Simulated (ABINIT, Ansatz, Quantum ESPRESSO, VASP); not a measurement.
## One structure in several programs: Bi (P1, 4 atoms in the cell)

Self-consistent single point, at a second geometry (atoms moved at random). First geometry:

```
CELL_PARAMETERS angstrom
      4.51733     0.00000     0.00000
      0.00000     4.48236     0.00000
     -1.48056     0.00000     6.50406
ATOMIC_POSITIONS crystal
  Bi 0.85569 0.25000 0.78518
  Bi 0.14431 0.75000 0.21482
  Bi 0.67717 0.25000 0.31790
  Bi 0.32283 0.75000 0.68210
```

Second geometry:
```
CELL_PARAMETERS angstrom
      4.51733     0.00000     0.00000
      0.00000     4.48236     0.00000
     -1.48056     0.00000     6.50406
ATOMIC_POSITIONS crystal
  Bi 0.85189 0.25497 0.78839
  Bi 0.15452 0.74155 0.21724
  Bi 0.67793 0.25077 0.32373
  Bi 0.31566 0.75271 0.67063
```

Shared settings, as Ansatz (a program for electronic structure) writes them: kpoints.mp_grid.grid = 5 4 3; scf.occupations.method = gaussian; scf.occupations.width = 0.01 Ry. Potentials and cutoffs stand in the table.

| code | model | ΔF from the first geometry (meV/atom) | pressure (GPa) | largest force (eV/Å) | cutoff |
|---|---|---|---|---|---|
| Ansatz | LDA (PW92), default PAW files made with PBE | 6.4 | -0.22 | 0.534 | 30.9 Ry |
| ABINIT | LDA (PW92), norm-conserving pseudopotentials (PseudoDojo nc-sr-04 LDA standard) | 6.5 | -0.31 | 0.537 | 35 Ha |
| VASP | LDA (PZ), VASP's LDA PAW potentials (set 64) | 6.7 | -0.58 | 0.548 | 300 eV |
| Quantum ESPRESSO | LDA (PW92), PseudoDojo standard norm-conserving (LDA) pseudopotentials | 6.5 | -0.31 | 0.538 | 70 Ry |

Size of the force on each atom (eV/Å): Sizes of forces hide their directions.

| code | Bi1 | Bi2 | Bi3 | Bi4 |
|---|---|---|---|---|
| Ansatz | 0.118 | 0.389 | 0.209 | 0.534 |
| ABINIT | 0.120 | 0.392 | 0.215 | 0.537 |
| VASP | 0.128 | 0.410 | 0.219 | 0.548 |
| Quantum ESPRESSO | 0.120 | 0.393 | 0.215 | 0.538 |

On Ansatz's run: spin-orbit coupling is off.

The spread over the programs that give each value: ΔF from the first geometry within 0.3 meV/atom; pressure within 0.36 GPa; largest force within 0.014 eV/Å.

Ansatz's pressure is given at a fixed set of plane waves, as the other plane-wave codes print theirs. The same LDA comes in different parametrisations, which differ slightly.

The shared mesh is coarse (it stands for a supercell whose shortest vector is 18 Å), so the values are not converged in it.

VASP's run is marked for a possible Pulay error in its stress at this cutoff; no cutoff test was made.

The starting cell comes from a database of computed structures (which also holds hypothetical and non-ambient phases and stackings), without a prior relaxation at this level. Its lattice was rescaled by a random factor within 2.5 % of one. For this run, on top of that: atoms moved at random.

Left out of this page: GPAW, CP2K, Elk, FLEUR and SIESTA (not drawn, or without a comparable value).

Keys are those of Ansatz 0.2.
